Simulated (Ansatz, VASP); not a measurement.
# BN in two plane-wave programs

Wanted: the spread between two codes on one cell, functional and k mesh. The cell is taken from a series of runs on this material, whose earlier steps may have relaxed, scaled, displaced or heated it; both programs get it as it stands.

Program: Ansatz 0.2.0. Level of theory: plane waves, with VASP 6.6.1 beside it; zone-centre phonons at LDA. Results are calculated unless marked as measured.

## (1) The structure

Symmetry: F-43m, No. 216, cubic system. The conventional cell has a = 3.580 Å, b = 3.580 Å, c = 3.580 Å, α = 90.00°, β = 90.00°, γ = 90.00°. Nearest to B lie 4 N at 1.55 Å. N has 4 B at 1.55 Å nearest. Farther neighbours and most contacts between anions are not listed.

Structure file:

```cif
data_structure
_symmetry_space_group_name_H-M 'P 1'
_symmetry_Int_Tables_number 1
_cell_length_a 2.5313
_cell_length_b 2.5313
_cell_length_c 2.5313
_cell_angle_alpha 60.000
_cell_angle_beta 60.000
_cell_angle_gamma 60.000
_cell_volume 11.47
loop_
_atom_site_label
_atom_site_type_symbol
_atom_site_fract_x
_atom_site_fract_y
_atom_site_fract_z
_atom_site_occupancy
B1 B 0.00000 0.00000 0.00000 1
N2 N 0.25000 0.25000 0.25000 1
```

## (2) Ansatz: zone-centre phonons, LDA, pair 1

Ansatz runs on its PAW soft_1 files.

Second derivatives magnify differences that forces hide, and they need a tight electronic threshold.

The input, input.yaml:

```yaml
crystal:
  lattice:
    - [0.0, 1.7899253158, 1.7899253158]
    - [1.7899253158, 0.0, 1.7899253158]
    - [1.7899253158, 1.7899253158, 0.0]
  atoms:
    - { symbol: B, position: [0.0, 0.0, 0.0] }
    - { symbol: "N", position: [0.25, 0.25, 0.25] }
total_charge: 0.011469
kpoints:
  mp_grid: { grid: [29, 29, 29] }
hamiltonian:
  xc: lda
  pseudopotentials: { kind: paw, azcp: { folder: soft_1 }, xc_functional: pbe }
scf:
  occupations: { method: fermi_dirac, width: 0.03 }
output:
  eigenvalues: true
phonons:
  method: dfpt
```

Started as:

```
> ansatz run input.yaml --threads 8 --pin off --max-ram 16384MiB --backend cpu --events-out ev --progress --plain --runs-dir out
```

Numbers of over 12 decimals in the logs are rounded to 6 here.

Output:

```text
zone centre: on kpoints.mp_grid the ground state, and the responses unless they are solved on pairs of k-points, stand on 1800 of the mesh's 24389 k-points, reduced under 8 symmetry operations, with k and −k counted as one. Each operation leaves every solved displacement unchanged or reverses it
Engine: ansatz 0.2.0, x86_64-unknown-linux-gnu
Pseudopotentials: kind: paw
Pseudopotential: B, paw, valence charge 3, recommended cutoff 420 eV (normal), soft_1/B.paw.azcp
Pseudopotential: N, paw, valence charge 5, recommended cutoff 420 eV (normal), soft_1/N.paw.azcp
Functional definition: SPW92
  exchange = slater_x
  correlation = pw_c
Crystal: 2 atoms, lattice volume = 11.469 Å³
Basis set: ecut = 420 eV, 229 PW (Γ), exchange–correlation on 36×36×36 points (8 copies of the dense FFT grid, shifted against one another)
Bands: 8, of which v1, the nominal top of the filled ones, is band 4 counted from 1 (3 counted from 0)
Symmetry: 24 space group operations
k-points: 1800 of 24389 (irreducible under 8 space group operations, time reversal used)
Non-local potential: B, projectors of the file, l = 0: 2, l = 1: 2, l = 2: 1
Non-local potential: N, projectors of the file, l = 0: 2, l = 1: 2, l = 2: 1
PAW form: soft (Blöchl's): semilocal exchange-correlation on the pseudo side does not see the compensation charge
PAW frozen core: B, regenerated for the run's functional, and the local potential with it (the file was generated under x = pbe(κ = 0.804, μ = 0.219515), c = pbe(β = 0.066725))
PAW frozen core: N, regenerated for the run's functional, and the local potential with it (the file was generated under x = pbe(κ = 0.804, μ = 0.219515), c = pbe(β = 0.066725))
PAW one-centre angular grid: B, 110 points (default); XC on 64 Gauss nodes
PAW one-centre angular grid: N, 110 points (default); XC on 64 Gauss nodes
Initial density: superposition of atomic densities (chi_scale 0.1, normalization cell, long waves kept (reshape's long-wave potential 0.00 eV rms))
Initial wavefunctions: pseudopotential atomic-orbital guess
Functional: x = slater, c = lda
SCF iter   1: F=—  HF=-527.383802 eV  |F-HF|=—  |Δ(HF+E_count)|=         —  Δρ=1.50e-1  dr2=2.06e0  ethr=3.10e-3  ⟨swp⟩=4.7  Hψ=92643  notcnv=0
preconditioner: auto → none  [metal: Δε(μ)=0.031 eV  Ē_g=20.658 eV  σ=0.030 eV  W_gap=0.25  n_scr=0 (ndim 8)  ℏωp=31.0 eV  f_vac=0.000  D(μ)=0.12/eV (n_scr^D=0)]
SCF iter   2: F=—  HF=-526.685063 eV  |F-HF|=—  |Δ(HF+E_count)|=   6.99e-1  Δρ=6.47e-2  dr2=2.67e-1  ethr=3.10e-3  ⟨swp⟩=2.0  Hψ=42747  notcnv=0
SCF iter   3: F=—  HF=-526.610550 eV  |F-HF|=—  |Δ(HF+E_count)|=   7.45e-2  Δρ=2.18e-2  dr2=3.34e-2  ethr=3.10e-3  ⟨swp⟩=3.0  Hψ=28331  notcnv=0
SCF iter   4: F=—  HF=-526.600765 eV  |F-HF|=—  |Δ(HF+E_count)|=   9.79e-3  Δρ=2.89e-3  dr2=3.22e-4  ethr=4.18e-4  ⟨swp⟩=3.0  Hψ=28804  notcnv=0
SCF iter   5: F=—  HF=-526.600744 eV  |F-HF|=—  |Δ(HF+E_count)|=   2.02e-5  Δρ=1.61e-4  dr2=1.27e-6  ethr=4.04e-6  ⟨swp⟩=2.0  Hψ=19197  notcnv=0
SCF iter   6: F=—  HF=-526.600744 eV  |F-HF|=—  |Δ(HF+E_count)|=   8.54e-8  Δρ=1.47e-5  dr2=5.31e-9  ethr=1.59e-8  ⟨swp⟩=2.6  Hψ=21738  notcnv=0
SCF iter   7: F=—  HF=-526.600744 eV  |F-HF|=—  |Δ(HF+E_count)|=  3.44e-11  Δρ=7.99e-7  dr2=3.49e-11  ethr=6.65e-11  ⟨swp⟩=2.0  Hψ=20548  notcnv=0
SCF iter   8: F=-526.600744 eV  HF=-526.600744 eV  |F-HF|=0.00e0  |Δ(HF+E_count)|=  7.62e-12  Δρ=9.68e-8  dr2=4.19e-13  ethr=1.00e-12  ⟨swp⟩=5.0  Hψ=47920  notcnv=0
SCF 1 converged in 8 iterations: F = -526.600744 eV  dr2 = 4.19e-13
  greatest PAW one-centre occupation: 0.784 electrons in one spin orbital (limit 2), on the N atom at site 1 (counted from 0), in its partial waves of l = 0
DFPT response loops at Γ: preconditioner auto → Kerker (q_TF=auto, 2.569 Å⁻¹) (partly filled bands, converged f_vac=0.000); β = 1.00, the filter's whole step (`scf.mixing.beta` (0.50) is not read by the response loops under this deck's `scf.mixing.preconditioner`; to damp them name `kerker` or `kerker_dos`, under which they read `scf.mixing.beta`, and type it under 1.00, their step now; both keys bind the ground state too); Broyden in place of MSR1
SCF converged after 8 iterations
Free energy (F): -526.600744 eV
Harris-Foulkes:  -526.600744 eV  (|F-HF|=0.00e0)
Internal energy: -526.600432 eV  (E = F + TS)
E sigma→0 (E₀):  -526.600588 eV
Entropy (-TS):   -0.000313 eV (-0.156 meV/atom)
Fermi energy:    11.218724 eV
--- Per-component energies (eV) ---
  E_band       = 27.155315
  E_kinetic    = 184.606037
  E_local      = -156.895916  (includes V_loc(G=0)·N_el)
  E_nonlocal   = 44.136982
  E_hartree    = 47.671537
  E_xc         = -92.642108
  E_vxc        = -115.008619  (∫ρ·V_xc dr)
  E_paw        = -191.700252  (= ΣΔE_a)
  E_vpaw       = -25.027160  (= ΣTr[D̂ρ^β])
  E_aug_tail   = 0.000919  (compensation charges beyond the density's cutoff)
  E_ewald      = -361.903510
  E_core_change = 0.125878  (= ΣΔE_core)
  E_smearing   = -0.000313  (= −TS)
  E_closure    = 0.000000  (closes the sum)
  E_deformation_potential = 0.245459  (in the stress; not in F)
  Σ components = -526.600744   (vs F -526.600744, Δ=0.00e0)
--- Band table (eV; the first three rows and the last of 1800) ---
  k-point 0: bands = ["-9.0254", "11.3765", "11.3765", "11.3765", "20.2197", "20.2197", "20.2197", "22.2755"]
  k-point 1: bands = ["-8.9956", "11.2058", "11.3422", "11.3422", "20.2707", "20.2707", "20.2749", "22.3664"]
  k-point 2: bands = ["-8.9063", "10.7285", "11.2446", "11.2446", "20.4145", "20.4171", "20.4171", "22.6333"]
  k-point 1799: bands = ["-2.8539", "3.6666", "4.1288", "4.7629", "20.9246", "24.8534", "25.8452", "26.6361"]
--- Phonons (Γ-DFPT): 2 representative perturbations + reference, on 1800 of 24389 k-points (Σ response iterations 6) ---
  k mesh reduced under 8 symmetry operations, with k and −k counted as one. Each operation leaves every solved displacement unchanged or reverses it
  ASR residual: 9.715e-6 → 0.000e0 eV/Å²; symmetrization residual: 2.504e-7 eV/Å²
  ASR residual per site (eV/Å²): 9.72e-6 4.69e-6
  Γ frequencies (cm⁻¹): 0.00 0.00 0.00 965.53 965.53 965.53
  non-analytic LO–TO correction: not included (Born effective charges unavailable; polar crystals: no LO–TO splitting at Γ)
```

The column dr2 measures how far the density is from self-consistency, as an energy; F and HF (Harris–Foulkes) agree once it is small.

## (3) VASP: zone-centre phonons, LDA, pair 1

The same cell, functional (in two slightly different forms), mesh and smearing now go to VASP, with its own data sets.

Lines of VASP's logs that name or quote its potential files are left out, and so is its time.

The input, INCAR:

```
SYSTEM = BN
PREC = Accurate
ENCUT = 600
EDIFF = 1E-08
NELM = 120
ISMEAR = -1
SIGMA = 0.03
LREAL = .FALSE.
ALGO = Normal
GGA = PW92
NELECT = 7.988531
NBANDS = 9
LORBIT = 11
LWAVE = .FALSE.
LCHARG = .FALSE.
ISIF = 2
IBRION = 8
LASPH = .TRUE.
GGA_COMPAT = .FALSE.
KPAR = 2
```

The input, POSCAR:

```
BN
1.0
    0.0000000000      1.7899253158      1.7899253158
    1.7899253158      0.0000000000      1.7899253158
    1.7899253158      1.7899253158      0.0000000000
B N
1 1
Direct
    0.0000000000      0.0000000000      0.0000000000
    0.2500000000      0.2500000000      0.2500000000
```

The input, KPOINTS:

```
Automatic mesh
0
Gamma
29 29 29
0 0 0
```

Potentials, in the order of the species: B and N (LDA family, release 64).

Started as:

```
> mpirun -np 2 vasp_std
```

Output:

```text
[banner, memory and clock lines left out]
running    2 mpi-ranks, on    1 nodes
 distrk:  each k-point on    1 cores,    2 groups
 distr:  one band on    1 cores,    1 groups

 POSCAR found type information on POSCAR B N
 POSCAR found :  2 types and       2 ions
|                                                                             |
|               ----> ADVICE to this user running VASP <----                  |
|                                                                             |
|     You enforced a specific xc type in the INCAR file but a different       |
|     [... a line on the potential file left out ...]
|     I HOPE YOU KNOW WHAT YOU ARE DOING!                                     |
|                                                                             |

 LDA part: xc-table for (Slater(with rela. corr.)+PW92), standard interpolation
 POSCAR, INCAR and KPOINTS ok, starting setup
 FFT: planning ... GRIDC
 FFT: planning ... GRID_SOFT
 FFT: planning ... GRID
 WAVECAR not read
 entering main loop
       N       E                     dE             d eps       ncg     rms          rms(c)
DAV:   1     0.988562922880E+01    0.98856E+01   -0.48117E+03 12544   0.849E+02
DAV:   2    -0.202769075026E+02   -0.30163E+02   -0.29214E+02 15541   0.170E+02
DAV:   3    -0.206904766602E+02   -0.41357E+00   -0.41037E+00 13881   0.186E+01
DAV:   4    -0.206910851925E+02   -0.60853E-03   -0.60851E-03 13306   0.767E-01
DAV:   5    -0.206910857374E+02   -0.54481E-06   -0.54473E-06 13442   0.242E-02BRMIX: very serious problems
BRMIX: very serious problems
 the old and the new charge density differ
 old charge density:     8.00000 new    7.98853
 the old and the new charge density differ
 old charge density:     8.00000 new    7.98853
    0.661E+00
DAV:   6    -0.196759495772E+02    0.10151E+01   -0.33248E+00 12521   0.124E+01    0.315E+00
DAV:   7    -0.195579463959E+02    0.11800E+00   -0.10611E-01 12779   0.298E+00    0.177E+00
DAV:   8    -0.195260020478E+02    0.31944E-01   -0.55882E-02 12602   0.176E+00    0.186E-01
DAV:   9    -0.195258447294E+02    0.15732E-03   -0.80965E-04 12728   0.280E-01    0.807E-02
DAV:  10    -0.195258283750E+02    0.16354E-04   -0.46203E-05 12869   0.740E-02    0.130E-02
DAV:  11    -0.195258288810E+02   -0.50594E-06   -0.22266E-06 13129   0.116E-02    0.567E-03
DAV:  12    -0.195258287633E+02    0.11763E-06   -0.69028E-07 12770   0.565E-03    0.257E-04
DAV:  13    -0.195258287631E+02    0.22214E-09   -0.11397E-08  6571   0.122E-03
   1 F= -.19525829E+02 E0= -.19525672E+02  d E =-.312817E-03
 Linear response reoptimize wavefunctions to high precision
DAV:   1    -0.195258287631E+02    0.30582E-10   -0.28282E-10  7465   0.232E-04
 Linear response DOF=           2
 Linear response progress:
  Degree of freedom:   1/  2
       N       E                     dE             d eps       ncg     rms          rms(c)
RMM:   1    -0.417640320373E-01   -0.41764E-01   -0.23897E-02155513   0.150E+00
RMM:   2    -0.367690331872E-01    0.49950E-02   -0.10505E-03 94117   0.273E-01    0.178E-01
RMM:   3    -0.366898262714E-01    0.79207E-04   -0.22587E-04 94683   0.112E-01    0.974E-02
RMM:   4    -0.371249065918E-01   -0.43508E-03   -0.25178E-04 93277   0.122E-01    0.839E-03
RMM:   5    -0.371128420945E-01    0.12064E-04   -0.69728E-06 96009   0.956E-03    0.126E-03
RMM:   6    -0.371102764176E-01    0.25657E-05   -0.25562E-07 96062   0.675E-04    0.493E-04
RMM:   7    -0.371076682221E-01    0.26082E-05    0.26091E-07 97359   0.516E-04    0.506E-05
RMM:   8    -0.371078174884E-01   -0.14927E-06    0.19874E-07 99117   0.511E-05    0.138E-05
RMM:   9    -0.371077303868E-01    0.87102E-07    0.15261E-07102035   0.280E-05    0.993E-07
RMM:  10    -0.371077355271E-01   -0.51402E-08    0.10178E-07 68974   0.160E-05    0.444E-07
RMM:  11    -0.371077371069E-01   -0.15798E-08    0.85247E-08 57703   0.159E-05    0.161E-08
 first order change of Fermi-energy  -0.19253E-04
 force on displaced ion       1 direction 1 : -21.276   0.000   0.000
 Linear response progress:
  Degree of freedom:   2/  2
       N       E                     dE             d eps       ncg     rms          rms(c)
RMM:   1    -0.230241524555E+00   -0.23024E+00    0.10005E-01125767   0.369E+00
RMM:   2    -0.224257157855E+00    0.59844E-02   -0.21505E-03 93919   0.498E-01    0.238E-01
RMM:   3    -0.225270617549E+00   -0.10135E-02   -0.48368E-04 85230   0.193E-01    0.128E-01
RMM:   4    -0.227433088684E+00   -0.21625E-02   -0.46596E-04 83763   0.188E-01    0.236E-02
RMM:   5    -0.227491095282E+00   -0.58007E-04   -0.71564E-06 95591   0.281E-02    0.102E-03
RMM:   6    -0.227502308404E+00   -0.11213E-04    0.70266E-08 93889   0.159E-03    0.434E-04
RMM:   7    -0.227500215217E+00    0.20932E-05    0.12287E-07 97142   0.542E-04    0.570E-05
RMM:   8    -0.227500172535E+00    0.42682E-07    0.11790E-07 95404   0.619E-05    0.256E-05
RMM:   9    -0.227500057417E+00    0.11512E-06    0.13011E-07101830   0.496E-05    0.109E-06
RMM:  10    -0.227500051844E+00    0.55735E-08    0.12816E-07 78251   0.325E-05    0.441E-07
RMM:  11    -0.227500054765E+00   -0.29209E-08    0.10423E-07 62777   0.323E-05    0.294E-08
 first order change of Fermi-energy   0.17788E-03
 force on displaced ion       2 direction 1 : -21.268   0.000   0.000
 Linear response finished
```

From OUTCAR (step 3):

```text
NELECT = 7.988531

 ion  position               nearest neighbor table
   1  0.000  0.000  0.000-   2 1.55   2 1.55   2 1.55   2 1.55
   2  0.250  0.250  0.250-   1 1.55   1 1.55   1 1.55   1 1.55

  LATTYP: Found a face centered cubic cell.
 ALAT       =     3.5798506316

 Subroutine GETGRP returns: Found 24 space group operations
 (whereof 24 operations were pure point group operations)

The static configuration has the point symmetry T_d .

 Found    680 irreducible k-points:

   k-points           NKPTS =    680   k-points in BZ     NKDIM =    680   number of bands    NBANDS=      9

   dimension x,y,z NGX =    20 NGY =   20 NGZ =   20
   dimension x,y,z NGXF=    40 NGYF=   40 NGZF=   40

   ENCUT  =  600.0 eV  44.10 Ry    6.64 a.u.   5.06  5.06  5.06*2*pi/ulx,y,z

 k-points in reciprocal lattice and weights: Automatic mesh
   0.00000000  0.00000000  0.00000000       0.000
   0.03448276  0.00000000  0.00000000       0.000
   0.06896552  0.00000000  0.00000000       0.000
   0.10344828  0.00000000  0.00000000       0.000
   0.13793103  0.00000000  0.00000000       0.000
   0.17241379  0.00000000  0.00000000       0.000
   0.20689655  0.00000000  0.00000000       0.000
   0.24137931  0.00000000  0.00000000       0.000
   0.27586207  0.00000000  0.00000000       0.000
[...]
-0.27586207  0.48275862  0.20689655       0.001
  -0.27586207  0.48275862  0.24137931       0.001

 average (electrostatic) potential at core
       1 -29.1729       2 -59.8025

  Total       -0.1179497     -0.1179497     -0.1179497      0.0000000      0.0000000     -0.0000000
  in kB      -16.4767929    -16.4767929    -16.4767929      0.0000000      0.0000000     -0.0000000
  external PRESSURE =     -16.4767929 kB  Pullay stress =       0.0000000 kB

  energy-cutoff  :      600.00
  volume of cell :       11.47
      direct lattice vectors                 reciprocal lattice vectors
     0.000000000  1.789925316  1.789925316    -0.279341264  0.279341264  0.279341264
     1.789925316  0.000000000  1.789925316     0.279341264 -0.279341264  0.279341264
     1.789925316  1.789925316  0.000000000     0.279341264  0.279341264 -0.279341264

 POSITION                                       TOTAL-FORCE (eV/Angst)
 -----------------------------------------------------------------------------------
      0.00000      0.00000      0.00000         0.000000      0.000000      0.000000
      0.89496      0.89496      0.89496        -0.000000     -0.000000     -0.000000
 -----------------------------------------------------------------------------------
    total drift:                               -0.000000     -0.000000     -0.000000

 Eigenvectors and eigenvalues of the dynamical matrix
 ----------------------------------------------------

   1 f  =   29.193046 THz   183.425321 2PiTHz  973.775214 cm-1   120.732685 meV
             X         Y         Z           dx          dy          dz
      0.000000  0.000000  0.000000     0.751251   -0.000000    0.000000
      0.894963  0.894963  0.894963    -0.660017    0.000000    0.000000

   2 f  =   29.193046 THz   183.425321 2PiTHz  973.775214 cm-1   120.732685 meV
             X         Y         Z           dx          dy          dz
      0.000000  0.000000  0.000000     0.000000   -0.000000    0.751251
      0.894963  0.894963  0.894963     0.000000    0.000000   -0.660017

   3 f  =   29.193046 THz   183.425321 2PiTHz  973.775214 cm-1   120.732685 meV
             X         Y         Z           dx          dy          dz
      0.000000  0.000000  0.000000     0.000000   -0.751251   -0.000000
      0.894963  0.894963  0.894963     0.000000    0.660017    0.000000

   4 f/i=    0.002769 THz     0.017401 2PiTHz    0.092380 cm-1     0.011454 meV
             X         Y         Z           dx          dy          dz
      0.000000  0.000000  0.000000     0.302123    0.557318   -0.183685
      0.894963  0.894963  0.894963     0.343886    0.634356   -0.209076

   5 f/i=    0.002769 THz     0.017401 2PiTHz    0.092380 cm-1     0.011454 meV
             X         Y         Z           dx          dy          dz
      0.000000  0.000000  0.000000     0.110322    0.148972    0.633450
      0.894963  0.894963  0.894963     0.125572    0.169564    0.721011

   6 f/i=    0.002769 THz     0.017401 2PiTHz    0.092380 cm-1     0.011454 meV
             X         Y         Z           dx          dy          dz
      0.000000  0.000000  0.000000    -0.576344    0.320666    0.024964
      0.894963  0.894963  0.894963    -0.656012    0.364991    0.028415

 ELASTIC MODULI CONTR FROM IONIC RELAXATION (kBar)
 Direction    XX          YY          ZZ          XY          YZ          ZX
 --------------------------------------------------------------------------------
 XX          -0.0000     -0.0000     -0.0000      0.0000      0.0000     -0.0000
 YY          -0.0000     -0.0000     -0.0000      0.0000      0.0000     -0.0000
 ZZ          -0.0000     -0.0000     -0.0000      0.0000      0.0000     -0.0000
 XY           0.0000      0.0000      0.0000    -94.1677     -0.0000      0.0000
 YZ           0.0000      0.0000      0.0000     -0.0000    -94.1677     -0.0000
 ZX          -0.0000     -0.0000     -0.0000      0.0000     -0.0000    -94.1677
 --------------------------------------------------------------------------------
```

The cell is charged against a uniform background.

## (4) Comparison

Known differences besides the potentials themselves: the cutoff is 420 eV in Ansatz and 600 eV in VASP; VASP's log shows a relativistic correction to its local exchange, Ansatz's none. Total energies have different zeros and are not compared.

Both answers:

| quantity | Ansatz | VASP | difference |
| --- | --- | --- | --- |
| optical mode 1 to 3 (cm⁻¹) | 965.5 | 973.8 | -0.85 % |

Modes are paired by rising frequency, not by their patterns, so a pair may set unlike modes beside each other; they are those without the splitting of longitudinal modes. The cell carries a charge of +0.011469 e against a uniform background, so its pressure also hangs on how the neutralising background is counted, and in a defect's cell a gap may be the spacing between its levels.

(Part 1 of 2 ends here.)

[Lines on the potential files, build, host, timing and source positions are cut from VASP's logs without a mark.]

[Logs are printed without paths, hosts, clocks, repeated set-up lines and the standing remarks that a program may print on its own settings, such as how far it seeks lower states.]

[Hosts, paths, dates, database ids (printed as entryN), source tags and the programs' standing remarks are cut or masked in the printed files.]
